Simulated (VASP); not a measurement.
VASP ran on this input.

### POSCAR
```
Ru
1
    1.3448589439    -2.3293641721     0.0000000000
    1.3448589439     2.3293641721     0.0000000000
    0.0000000000     0.0000000000     4.2421322823
Ru
2
Direct
  0.3333330000   0.6666670000   0.2500000000
  0.6666670000   0.3333330000   0.7500000000
```

### KPOINTS
```
kpoints
0
G
 17 17 10
```

### INCAR
```
! general
SYSTEM   =  Ru
PREC     =  Accurate
ENCUT    =  400
LREAL    =  F
LASPH    =  T

! electronic loop
EDIFF    =  1E-7
NELM     =  100
ALGO     =  Normal
LMAXMIX  =  4

! smearing
ISMEAR   =  -5

! functional
GGA      =  PS

! ions
ISIF     =  2

! output
LWAVE    =  F
LCHARG   =  T
LORBIT   =  11
NEDOS    =  601
```

POTCAR, in this order: Ru_pv (PBE.64 set). Program: vasp_std.

Q: Write an equivalent input for Ansatz.

A: One equivalent input (not run):
Ansatz 0.2 input:
```yaml
crystal:
  lattice:
    - [1.3448589, -2.3293642, 0.0000000]
    - [1.3448589, 2.3293642, 0.0000000]
    - [0.0000000, 0.0000000, 4.2421323]
  atoms:
    - { symbol: Ru, position: [0.3333330, 0.6666670, 0.2500000] }
    - { symbol: Ru, position: [0.6666670, 0.3333330, 0.7500000] }
kpoints:
  mp_grid: { grid: [17, 17, 10] }
hamiltonian:
  xc: pbesol
  pseudopotentials: { kind: paw }
scf:
  occupations: { method: tetrahedron }
  max_iter: 100
output: { forces: true, stress: true, eigenvalues: true }
```
The two are equivalent in intent, not identical: each code has its own PAW files, so the cut-off isn't converted (ENCUT is set for VASP's; basis.ecutwfc is left out, and Ansatz then takes the one that its files recommend); Ansatz stops its SCF on the density residual and VASP on the energy change (EDIFF).

The compound is Ru in the hcp structure. It was relaxed first.
